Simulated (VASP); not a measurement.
The input files of a VASP run:

**INCAR**
```
! general
SYSTEM  = AgBr
PREC    = Accurate
ENCUT   = 520
LREAL   = .False.
LASPH   = .True.

! electronic loop
EDIFF   = 1E-6
NELM    = 100
ALGO    = Normal
LMAXMIX = 4

! smearing
ISMEAR  = 0
SIGMA   = 0.05

! functional
GGA     = RE

! ions
IBRION  = 2
NSW     = 60
ISIF    = 3
EDIFFG  = -0.01

! output
LWAVE   = .False.
LCHARG  = .False.
```

**POSCAR**
```
AgBr
1.0
  0.0000000000   2.8850000000   2.8850000000
  2.8850000000   0.0000000000   2.8850000000
  2.8850000000   2.8850000000   0.0000000000
Ag Br
1 1
Direct
  0.0000000000   0.0000000000   0.0000000000
  0.5000000000   0.5000000000   0.5000000000
```

### KPOINTS
```
Automatic
0
G
  7 7 7
```

POTCAR, in this order: Ag Br (PBE.64 set). Program: vasp_std.

Problem. Write an equivalent input for Quantum ESPRESSO's pw.x.

Solution. One equivalent input (not run):
```
&CONTROL
  calculation = 'vc-relax'
  pseudo_dir = './pseudo'
  outdir = './out'
  tprnfor = .true.
  tstress = .true.
  nstep = 60
  forc_conv_thr = 0.00039
/
&SYSTEM
  ibrav = 0
  nat = 2
  ntyp = 2
  ecutwfc = 82
  occupations = 'smearing'
  smearing = 'gaussian'
  degauss = 0.003675
  input_dft = 'revpbe'
/
&ELECTRONS
  conv_thr = 7.3e-08
  electron_maxstep = 100
/
&IONS
/
&CELL
/
ATOMIC_SPECIES
  Ag 107.868 Ag.upf
  Br 79.904 Br.upf
CELL_PARAMETERS angstrom
     0.0000000    2.8850000    2.8850000
     2.8850000    0.0000000    2.8850000
     2.8850000    2.8850000    0.0000000
ATOMIC_POSITIONS crystal
  Ag   0.0000000  0.0000000  0.0000000
  Br   0.5000000  0.5000000  0.5000000
K_POINTS automatic
  7 7 7 0 0 0
```
What does not carry over: the potentials are each code's own (VASP's PAW set, PseudoDojo norm-conserving files in pw.x), so ENCUT and ecutwfc are chosen apart and not converted; conv_thr bounds pw.x's estimated SCF error, while EDIFF bounds the energy change between steps; forc_conv_thr acts on force components and is met together with etot_conv_thr.

The compound is AgBr in the rock salt structure. This run relaxes it. Symmetry was kept, so distortions that lower it aren't found.
